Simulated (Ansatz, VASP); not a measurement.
# Cross-check of HfB2 between VASP and Ansatz, part 2 of 2

One calculation is typed for both programs; each brings its own data sets. How far apart do they land? The cell is taken from a series of runs on this material, whose earlier steps may have relaxed, scaled, displaced or heated it; both programs get it as it stands.

VASP 6.6.1 and Ansatz 0.2.0.

So far: Starting point; Ansatz: zone-centre phonons, LDA.

## (3) VASP: zone-centre phonons, LDA

Level of this step: LDA; plane waves and PAW (B, Hf_pv) (VASP).

The same cell, functional (in two slightly different forms), mesh and smearing now go to VASP, with its own data sets.

Lines of VASP's logs that name or quote its potential files are left out, and so is its time.

Contents of INCAR:

```
SYSTEM = HfB2
PREC = Accurate
ENCUT = 500
EDIFF = 1E-08
NELM = 120
ISMEAR = 1
SIGMA = 0.2
LREAL = .FALSE.
ALGO = Normal
GGA = PW92
NBANDS = 14
LASPH = .TRUE.
LORBIT = 11
LWAVE = .FALSE.
LCHARG = .FALSE.
ISIF = 2
IBRION = 8
GGA_COMPAT = .FALSE.
KPAR = 2
```

Contents of POSCAR:

```
HfB2
1.0
    3.1403477788      0.0000000000      0.0000000000
   -1.5701738894      2.7196209532      0.0000000000
    0.0000000000      0.0000000000      3.4749357069
B Hf
2 1
Direct
    0.3333333333      0.6666666667      0.5000000000
    0.6666666667      0.3333333333      0.5000000000
    0.0000000000      0.0000000000      0.0000000000
```

Contents of KPOINTS:

```
Automatic mesh
0
Gamma
15 15 12
0 0 0
```

The projector-augmented-wave data sets are B and Hf_pv (LDA family, release 64).

On the command line:

```console
$ mpirun -np 2 vasp_std
```

Numbers of over 12 decimals in the logs are rounded to 6 here.

The program printed:

```text
[banner, memory and clock lines left out]
running    2 mpi-ranks, on    1 nodes
 distrk:  each k-point on    1 cores,    2 groups
 distr:  one band on    1 cores,    1 groups

 POSCAR found type information on POSCAR B Hf
 POSCAR found :  2 types and       3 ions
|                                                                             |
|               ----> ADVICE to this user running VASP <----                  |
|                                                                             |
|     You enforced a specific xc type in the INCAR file but a different       |
|     [... a line on the potential file left out ...]
|     I HOPE YOU KNOW WHAT YOU ARE DOING!                                     |
|                                                                             |

 LDA part: xc-table for (Slater(with rela. corr.)+PW92), standard interpolation
 POSCAR, INCAR and KPOINTS ok, starting setup
 FFT: planning ... GRIDC
 FFT: planning ... GRID_SOFT
 FFT: planning ... GRID
 WAVECAR not read
 entering main loop
       N       E                     dE             d eps       ncg     rms          rms(c)
DAV:   1     0.250871441852E+02    0.25087E+02   -0.79224E+03  5300   0.105E+03
DAV:   2    -0.298455210582E+02   -0.54933E+02   -0.51388E+02  6870   0.223E+02
DAV:   3    -0.313857187310E+02   -0.15402E+01   -0.15287E+01  7038   0.280E+01
DAV:   4    -0.313933247297E+02   -0.76060E-02   -0.76041E-02  6108   0.235E+00
DAV:   5    -0.313933798711E+02   -0.55141E-04   -0.55138E-04  7092   0.168E-01    0.532E+01
DAV:   6    -0.290334077317E+02    0.23600E+01   -0.37692E+00  6420   0.131E+01    0.392E+01
DAV:   7    -0.289817674414E+02    0.51640E-01   -0.10963E+00  6750   0.725E+00    0.123E+01
DAV:   8    -0.289238050652E+02    0.57962E-01   -0.28418E-01  6336   0.388E+00    0.176E+00
DAV:   9    -0.289188073773E+02    0.49977E-02   -0.25181E-02  6240   0.123E+00    0.498E-01
DAV:  10    -0.289185351992E+02    0.27218E-03   -0.10512E-03  6522   0.270E-01    0.267E-01
DAV:  11    -0.289185413633E+02   -0.61641E-05   -0.73404E-05  6552   0.652E-02    0.104E-01
DAV:  12    -0.289185390292E+02    0.23341E-05   -0.43265E-06  6306   0.159E-02    0.165E-02
DAV:  13    -0.289185390179E+02    0.11315E-07   -0.34398E-07  6792   0.454E-03    0.185E-03
DAV:  14    -0.289185390099E+02    0.79795E-08   -0.27557E-08  6018   0.134E-03
   1 F= -.28918539E+02 E0= -.28918679E+02  d E =0.418685E-03
 Linear response reoptimize wavefunctions to high precision
DAV:   1    -0.289185390096E+02    0.25898E-09   -0.23061E-09  4720   0.404E-04
DAV:   2    -0.289185390097E+02   -0.19099E-10   -0.14608E-10  2898   0.106E-04
 Linear response DOF=           4
 Linear response progress:
  Degree of freedom:   1/  4
       N       E                     dE             d eps       ncg     rms          rms(c)
RMM:   1    -0.448052594983E-01   -0.44805E-01    0.26498E-02 53238   0.114E+00
RMM:   2    -0.436581321798E-01    0.11471E-02   -0.12222E-03 37826   0.202E-01    0.271E-01
RMM:   3    -0.435207205058E-01    0.13741E-03   -0.56457E-04 33849   0.117E-01    0.143E-01
RMM:   4    -0.440341819554E-01   -0.51346E-03   -0.54435E-04 34264   0.109E-01    0.189E-02
RMM:   5    -0.439981761158E-01    0.36006E-04   -0.15533E-05 37389   0.235E-02    0.612E-03
RMM:   6    -0.439955700831E-01    0.26060E-05   -0.29344E-07 40004   0.460E-03    0.200E-03
RMM:   7    -0.439910479430E-01    0.45221E-05   -0.28599E-09 39893   0.173E-03    0.109E-03
RMM:   8    -0.439922302801E-01   -0.11823E-05   -0.33213E-08 41968   0.395E-04    0.425E-04
RMM:   9    -0.439924638457E-01   -0.23357E-06   -0.88244E-09 42221   0.992E-05    0.167E-04
RMM:  10    -0.439924965645E-01   -0.32719E-07   -0.21615E-09 40326   0.468E-05    0.257E-05
RMM:  11    -0.439925484825E-01   -0.51918E-07   -0.82012E-11 42041   0.141E-05    0.147E-05
RMM:  12    -0.439925524917E-01   -0.40092E-08    0.66735E-10 40461   0.537E-06    0.278E-05
 first order change of Fermi-energy   0.13119E-04
 force on displaced ion       1 direction 1 : -15.777  -0.000   0.000
 Linear response progress:
  Degree of freedom:   2/  4
       N       E                     dE             d eps       ncg     rms          rms(c)
RMM:   1    -0.452505157902E-01   -0.45251E-01    0.45229E-02 18412   0.128E+00
RMM:   2    -0.453419763240E-01   -0.91461E-04   -0.10294E-03 13512   0.193E-01    0.436E-01
RMM:   3    -0.451978467826E-01    0.14413E-03   -0.77266E-04 12228   0.139E-01    0.206E-01
RMM:   4    -0.456313137222E-01   -0.43347E-03   -0.41032E-04 13405   0.930E-02    0.283E-02
RMM:   5    -0.456645264899E-01   -0.33213E-04   -0.22207E-05 13480   0.287E-02    0.851E-03
RMM:   6    -0.456629644742E-01    0.15620E-05   -0.14496E-06 13804   0.675E-03    0.247E-03
RMM:   7    -0.456503554877E-01    0.12609E-04   -0.24143E-07 13063   0.246E-03    0.419E-04
RMM:   8    -0.456502126574E-01    0.14283E-06   -0.11528E-08 14558   0.554E-04    0.140E-04
RMM:   9    -0.456500976438E-01    0.11501E-06    0.10634E-08 14407   0.111E-04    0.107E-04
RMM:  10    -0.456501891149E-01   -0.91471E-07   -0.61373E-10 15404   0.295E-05    0.474E-05
RMM:  11    -0.456501092615E-01    0.79853E-07    0.38539E-10 13564   0.257E-05    0.455E-06
RMM:  12    -0.456501203121E-01   -0.11051E-07    0.28133E-09 14766   0.584E-06    0.309E-06
RMM:  13    -0.456501163000E-01    0.40121E-08    0.71302E-10 11944   0.199E-06    0.405E-07
 first order change of Fermi-energy  -0.53321E-04
 force on displaced ion       1 direction 3 :  -0.000   0.000  -9.581
 Linear response progress:
  Degree of freedom:   3/  4
       N       E                     dE             d eps       ncg     rms          rms(c)
RMM:   1    -0.203686529965E+00   -0.20369E+00    0.46046E+00 13847   0.123E+01
RMM:   2    -0.202551503976E+00    0.11350E-02   -0.32194E-02 19229   0.123E+00    0.529E-01
RMM:   3    -0.201981297786E+00    0.57021E-03   -0.11410E-03 25397   0.162E-01    0.219E-01
RMM:   4    -0.201573331774E+00    0.40797E-03   -0.75349E-05 26675   0.495E-02    0.147E-01
RMM:   5    -0.201143927347E+00    0.42940E-03   -0.28881E-05 26728   0.352E-02    0.126E-02
RMM:   6    -0.201130935504E+00    0.12992E-04   -0.17525E-06 25821   0.942E-03    0.364E-03
RMM:   7    -0.201149699699E+00   -0.18764E-04   -0.46313E-07 27691   0.276E-03    0.399E-03
RMM:   8    -0.201150339864E+00   -0.64017E-06   -0.43743E-07 27794   0.574E-04    0.886E-04
RMM:   9    -0.201149996227E+00    0.34364E-06   -0.42941E-07 28363   0.231E-04    0.369E-04
RMM:  10    -0.201150275771E+00   -0.27954E-06   -0.40577E-07 28235   0.756E-05    0.235E-05
RMM:  11    -0.201150266802E+00    0.89695E-08   -0.17737E-07 28088   0.271E-05    0.272E-05
RMM:  12    -0.201150280681E+00   -0.13880E-07   -0.82113E-08 26366   0.125E-05    0.940E-06
RMM:  13    -0.201150280183E+00    0.49806E-09   -0.33885E-08 19866   0.635E-06    0.320E-06
 first order change of Fermi-energy   0.58021E-04
 force on displaced ion       3 direction 1 : -13.358   0.000   0.000
 Linear response progress:
  Degree of freedom:   4/  4
       N       E                     dE             d eps       ncg     rms          rms(c)
RMM:   1    -0.226452662088E+00   -0.22645E+00    0.44385E+00  6029   0.125E+01
RMM:   2    -0.225216235514E+00    0.12364E-02   -0.37728E-02  8133   0.131E+00    0.826E-01
RMM:   3    -0.224838326310E+00    0.37791E-03   -0.21136E-03 10676   0.205E-01    0.405E-01
RMM:   4    -0.224498429420E+00    0.33990E-03   -0.20292E-04 10183   0.691E-02    0.171E-01
RMM:   5    -0.224282769887E+00    0.21566E-03   -0.25945E-05 10639   0.303E-02    0.266E-02
RMM:   6    -0.224230693563E+00    0.52076E-04   -0.22554E-06 10836   0.871E-03    0.596E-03
RMM:   7    -0.224245459746E+00   -0.14766E-04    0.92632E-06 11284   0.295E-03    0.534E-03
RMM:   8    -0.224242680562E+00    0.27792E-05    0.20041E-05 11696   0.827E-04    0.882E-04
RMM:   9    -0.224242113899E+00    0.56666E-06    0.12496E-05 11638   0.290E-04    0.132E-04
RMM:  10    -0.224242015368E+00    0.98531E-07    0.62231E-06 12207   0.114E-04    0.709E-05
RMM:  11    -0.224241915701E+00    0.99667E-07    0.29076E-06 12035   0.498E-05    0.643E-05
RMM:  12    -0.224241955455E+00   -0.39753E-07    0.13325E-06 11837   0.270E-05    0.172E-05
RMM:  13    -0.224241936018E+00    0.19436E-07    0.71570E-07 10665   0.129E-05    0.120E-05
RMM:  14    -0.224241921120E+00    0.14899E-07    0.32501E-07 10357   0.728E-06    0.239E-06
RMM:  15    -0.224241919440E+00    0.16800E-08    0.15957E-07  6919   0.396E-06    0.722E-07
RMM:  16    -0.224241917067E+00    0.23732E-08    0.77803E-08  6772   0.284E-06    0.595E-07
 first order change of Fermi-energy   0.15730E-04
 force on displaced ion       3 direction 3 :  -0.000   0.000 -14.420
 Linear response finished
```

From OUTCAR (step 3):

```text
ion  position               nearest neighbor table
   1  0.333  0.667  0.500-   2 1.81   2 1.81   2 1.81   3 2.51   3 2.51   3 2.51   3 2.51   3 2.51
                             3 2.51
   2  0.667  0.333  0.500-   1 1.81   1 1.81   1 1.81   3 2.51   3 2.51   3 2.51   3 2.51   3 2.51
                             3 2.51
   3  0.000  0.000  0.000-   1 2.51   2 2.51   1 2.51   2 2.51   2 2.51   2 2.51   1 2.51   1 2.51
                             2 2.51   2 2.51   1 2.51   1 2.51

  LATTYP: Found a hexagonal cell.
 ALAT       =     3.1403477788
 C/A-ratio  =     1.1065448643

 Subroutine GETGRP returns: Found 24 space group operations
 (whereof 24 operations were pure point group operations)

The static configuration has the point symmetry D_6h.

 Found    189 irreducible k-points:

   k-points           NKPTS =    189   k-points in BZ     NKDIM =    189   number of bands    NBANDS=     14

   dimension x,y,z NGX =    24 NGY =   24 NGZ =   28
   dimension x,y,z NGXF=    48 NGYF=   48 NGZF=   56

   ENCUT  =  500.0 eV  36.75 Ry    6.06 a.u.   5.73  5.73  6.34*2*pi/ulx,y,z

   NELECT =      16.0000    total number of electrons

 k-points in reciprocal lattice and weights: Automatic mesh
   0.00000000  0.00000000  0.00000000       0.000
   0.06666667  0.00000000  0.00000000       0.002
   0.13333333  0.00000000  0.00000000       0.002
   0.20000000  0.00000000  0.00000000       0.002
   0.26666667  0.00000000  0.00000000       0.002
   0.33333333  0.00000000  0.00000000       0.002
   0.40000000  0.00000000  0.00000000       0.002
   0.46666667  0.00000000  0.00000000       0.002
   0.06666667  0.06666667  0.00000000       0.002
[...]
0.33333333  0.26666667  0.50000000       0.004
   0.33333333  0.33333333  0.50000000       0.001

 average (electrostatic) potential at core
       1 -30.2040       2 -30.2040       3 -34.5845

  Total       -1.8298190     -1.8298190     -1.7519428      0.0000000      0.0000000      0.0000000
  in kB      -98.7838219    -98.7838219    -94.5796294      0.0000000      0.0000000      0.0000000
  external PRESSURE =     -97.3824244 kB  Pullay stress =       0.0000000 kB

  energy-cutoff  :      500.00
  volume of cell :       29.68
      direct lattice vectors                 reciprocal lattice vectors
     3.140347779  0.000000000  0.000000000     0.318436068  0.183849150  0.000000000
    -1.570173889  2.719620953  0.000000000     0.000000000  0.367698300  0.000000000
     0.000000000  0.000000000  3.474935707     0.000000000  0.000000000  0.287775108

 POSITION                                       TOTAL-FORCE (eV/Angst)
 -----------------------------------------------------------------------------------
     -0.00000      1.81308      1.73747        -0.000000      0.000000      0.000000
      1.57017      0.90654      1.73747         0.000000      0.000000     -0.000000
      0.00000      0.00000      0.00000         0.000000      0.000000      0.000000
 -----------------------------------------------------------------------------------
    total drift:                               -0.000000      0.000000      0.000000

 Eigenvectors and eigenvalues of the dynamical matrix
 ----------------------------------------------------

   1 f  =   23.710077 THz   148.974808 2PiTHz  790.883039 cm-1    98.056955 meV
             X         Y         Z           dx          dy          dz
     -0.000000  1.813081  1.737468    -0.000002   -0.707107    0.000000
      1.570174  0.906540  1.737468     0.000002    0.707107   -0.000000
      0.000000  0.000000  0.000000    -0.000000    0.000000    0.000000

   2 f  =   23.710077 THz   148.974808 2PiTHz  790.883039 cm-1    98.056955 meV
             X         Y         Z           dx          dy          dz
     -0.000000  1.813081  1.737468    -0.707107    0.000002   -0.000000
      1.570174  0.906540  1.737468     0.707107   -0.000002    0.000000
      0.000000  0.000000  0.000000    -0.000000    0.000000    0.000000

   3 f  =   16.435482 THz   103.267177 2PiTHz  548.228659 cm-1    67.971660 meV
             X         Y         Z           dx          dy          dz
     -0.000000  1.813081  1.737468    -0.000000   -0.000000    0.707107
      1.570174  0.906540  1.737468    -0.000000   -0.000000   -0.707107
      0.000000  0.000000  0.000000    -0.000000    0.000000   -0.000000

   4 f  =   13.520616 THz    84.952534 2PiTHz  450.999197 cm-1    55.916749 meV
             X         Y         Z           dx          dy          dz
     -0.000000  1.813081  1.737468     0.000000    0.000000   -0.667830
      1.570174  0.906540  1.737468     0.000000    0.000000   -0.667830
      0.000000  0.000000  0.000000     0.000000   -0.000000    0.328642

   5 f  =   13.017053 THz    81.788558 2PiTHz  434.202162 cm-1    53.834183 meV
             X         Y         Z           dx          dy          dz
     -0.000000  1.813081  1.737468    -0.000000    0.667852    0.000000
      1.570174  0.906540  1.737468    -0.000000    0.667852    0.000000
      0.000000  0.000000  0.000000     0.000000   -0.328552   -0.000000

   6 f  =   13.017053 THz    81.788558 2PiTHz  434.202162 cm-1    53.834183 meV
             X         Y         Z           dx          dy          dz
     -0.000000  1.813081  1.737468    -0.667852   -0.000000    0.000000
      1.570174  0.906540  1.737468    -0.667852   -0.000000   -0.000000
      0.000000  0.000000  0.000000     0.328552    0.000000    0.000000

   7 f/i=    0.000960 THz     0.006034 2PiTHz    0.032035 cm-1     0.003972 meV
             X         Y         Z           dx          dy          dz
     -0.000000  1.813081  1.737468     0.000000    0.000000    0.232385
      1.570174  0.906540  1.737468     0.000000    0.000000    0.232385
      0.000000  0.000000  0.000000     0.000000    0.000000    0.944455

   8 f/i=    0.002159 THz     0.013568 2PiTHz    0.072029 cm-1     0.008930 meV
             X         Y         Z           dx          dy          dz
     -0.000000  1.813081  1.737468     0.029106    0.230491   -0.000000
      1.570174  0.906540  1.737468     0.029106    0.230491   -0.000000
      0.000000  0.000000  0.000000     0.118330    0.937044   -0.000000

   9 f/i=    0.002159 THz     0.013568 2PiTHz    0.072029 cm-1     0.008930 meV
             X         Y         Z           dx          dy          dz
     -0.000000  1.813081  1.737468     0.230491   -0.029106    0.000000
      1.570174  0.906540  1.737468     0.230491   -0.029106    0.000000
      0.000000  0.000000  0.000000     0.937044   -0.118330    0.000000

 ELASTIC MODULI CONTR FROM IONIC RELAXATION (kBar)
 Direction    XX          YY          ZZ          XY          YZ          ZX
 --------------------------------------------------------------------------------
 XX          -6.0138      6.0138      0.0000      0.0000     -0.0000      0.0000
 YY           6.0138     -6.0138      0.0000     -0.0000      0.0000     -0.0000
 ZZ           0.0000      0.0000      0.0000      0.0000      0.0000      0.0000
 XY           0.0000     -0.0000      0.0000     -6.0138     -0.0000      0.0000
 YZ          -0.0000      0.0000      0.0000     -0.0000     -0.0000      0.0000
 ZX           0.0000     -0.0000      0.0000      0.0000      0.0000     -0.0000
 --------------------------------------------------------------------------------
```

## (4) Comparison

Known differences besides the potentials themselves: the data sets hold 32 valence electrons in Ansatz (on its PAW soft_1 files) and 16 in VASP; the cutoff is 420 eV in Ansatz and 500 eV in VASP; VASP's log shows a relativistic correction to its local exchange, Ansatz's none. Total energies have different zeros and are not compared.

The two programs side by side:

| quantity | Ansatz | VASP | difference |
| --- | --- | --- | --- |
| optical mode 1 to 2 (cm⁻¹) | 432.4 | 434.2 | -0.42 % |
| optical mode 3 (cm⁻¹) | 449.8 | 451.0 | -0.27 % |
| optical mode 4 (cm⁻¹) | 545.3 | 548.2 | -0.54 % |
| optical mode 5 to 6 (cm⁻¹) | 789.4 | 790.9 | -0.19 % |

Modes are paired by rising frequency, not by their patterns, so a pair may set unlike modes beside each other; they are those without the splitting of longitudinal modes.

## (5) Summary of results

| Quantity | Value |
| --- | --- |
| r.m.s. difference of the optical zone-centre modes, each program's sorted by frequency (zone-centre phonons, LDA) | 1.9 cm⁻¹ |
| difference in optical mode 4 (zone-centre phonons, LDA) | -0.5 % |

What this shows: The r.m.s. difference of the optical zone-centre modes, each program's sorted by frequency is 1.9 cm⁻¹ (zone-centre phonons, LDA). The data sets hold unlike numbers of valence electrons (32 in Ansatz and 16 in VASP), so part of the differences may come from the potentials. Among the rows given in per cent, the largest difference of the zone-centre phonons, LDA pair is in optical mode 4, -0.5 %. How closely two codes agree says nothing of how well the functional describes the real material.

[Lines on the potential files, build, host, timing and source positions are cut from VASP's logs without a mark.]

[Logs are printed without paths, hosts, clocks, repeated set-up lines and the standing remarks that a program may print on its own settings, such as how far it seeks lower states.]

[Hosts, paths, dates, database ids (printed as entryN), source tags and the programs' standing remarks are cut or masked in the printed files.]
